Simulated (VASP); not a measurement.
```
RuS
1.0
    3.44154     0.00000     0.00000
   -1.72077     2.98046     0.00000
    0.00000     0.00000     5.43007
Ru S
2 2
Cartesian
  0.00000   0.00000   0.00000
  0.00000   0.00000   2.71504
  0.00000   1.98698   1.35752
  1.72077   0.99349   4.07255
```

The numbers are results of PBEsol GGA, VASP's PBE PAW potentials (set 64) (plane waves; VASP), not measurements. Settings: 400 eV cut-off, 11×11×7 Γ-centred mesh, tetrahedra with Blöchl corrections, potentials Ru_pv S.

The cores are frozen, which limits the accuracy of field gradients.

Question: Give the principal components of the electric field gradient (V/Å²) and the asymmetry η at each nucleus.

Answer: 
```
atom   Vxx   Vyy  Vzz     η
----  ----  ----  ---  ----
Ru1   -1.9  -1.9  3.8  0.00
Ru2   -1.9  -1.9  3.8  0.00
S3    -1.6  -1.6  3.2  0.00
S4    -1.6  -1.6  3.2  0.00
```

The structure was generated: RuS was put into the NiAs type type (P6_3/mmc), which need not be its known phase. It was relaxed first, which changed the volume by -28 %.
